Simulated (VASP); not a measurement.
SnO2:

```
Sn O
1.0
     4.76482    0.00000    0.00000
     0.00000    4.76482    0.00000
     0.00000    0.00000    3.20750
Sn O
2 4
Direct
  0.50000 0.50000 0.50000
  0.00000 0.00000 0.00000
  0.19403 0.80597 0.50000
  0.80597 0.19403 0.50000
  0.30597 0.30597 0.00000
  0.69403 0.69403 0.00000
```

The cell is a database's computed one.

```yaml
Program: VASP 6.6.1
Task: relaxation of cell and atoms
Functional: PBE
Potentials_or_basis: VASP PAW PBE potentials, release 64 (Sn_d, O)
Cutoff: 600 eV
k_mesh: 4 × 4 × 6
Occupations: gaussian, width 0.1 eV
Spin: no spin polarisation
```

At the start: pressure 7.3 GPa; volume 12.14 Å³/atom.

Problem. How do energy, volume and symmetry change on relaxing?

Solution. Over 5 steps the energy falls by 10.0 meV/atom and the volume is 12.59 Å³/atom (+3.7 %); space group P4_2/mnm (No. 136, to 0.05 Å).

Step by step:
```
step  energy change (eV)  largest force (eV/Å)  pressure (GPa)  volume (Å³)
   1              0.0000                0.0403            7.26        72.82
   2              0.0190                0.2345           -6.96        78.77
   3             -0.0583                0.1008            0.03        75.49
   4             -0.0583                0.0982            0.15        75.43
   5             -0.0601                0.0105            0.11        75.55
```

Final structure:
```
Sn O
1.0
     4.82550    0.00000    0.00000
     0.00000    4.82550    0.00000
     0.00000    0.00000    3.24452
Sn O
2 4
Direct
  0.50000 0.50000 0.50000
  0.00000 0.00000 0.00000
  0.19354 0.80646 0.50000
  0.80646 0.19354 0.50000
  0.30646 0.30646 0.00000
  0.69354 0.69354 0.00000
```
